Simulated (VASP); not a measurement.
The system is ZnCu.

```
Zn Cu
1.0
     2.94500    0.00000    0.00000
     0.00000    2.94500    0.00000
     0.00000    0.00000    2.94500
Zn Cu
1 1
Direct
  0.50000 0.50000 0.50000
  0.00000 0.00000 0.00000
```

```yaml
Program: VASP 6.6.1
Task: relaxation of cell and atoms
Functional: PBE
Potentials_or_basis: VASP PAW PBE potentials, release 64 (Zn, Cu)
Cutoff: 600 eV
k_mesh: 14 × 14 × 14
Occupations: gaussian, width 0.1 eV
Spin: no spin polarisation
```

At the start: pressure 2.9 GPa; volume 12.77 Å³/atom.

Problem. Where does the relaxation end?

Solution. Over 3 steps the energy falls by 2.5 meV/atom and the volume is 13.07 Å³/atom (+2.3 %); space group Pm-3m (No. 221, to 0.05 Å).

The path:
```
step  energy change (eV)  largest force (eV/Å)  pressure (GPa)  volume (Å³)
   1              0.0000                0.0000            2.86        25.54
   2             -0.0042                0.0000           -1.07        26.40
   3             -0.0051                0.0000            0.04        26.14
```

Final structure:
```cif
data_structure
_symmetry_space_group_name_H-M 'P 1'
_symmetry_Int_Tables_number 1
_cell_length_a 2.9676
_cell_length_b 2.9676
_cell_length_c 2.9676
_cell_angle_alpha 90.000
_cell_angle_beta 90.000
_cell_angle_gamma 90.000
_cell_volume 26.14
loop_
_atom_site_label
_atom_site_type_symbol
_atom_site_fract_x
_atom_site_fract_y
_atom_site_fract_z
_atom_site_occupancy
Zn1 Zn 0.50000 0.50000 0.50000 1
Cu1 Cu 0.00000 0.00000 0.00000 1
```
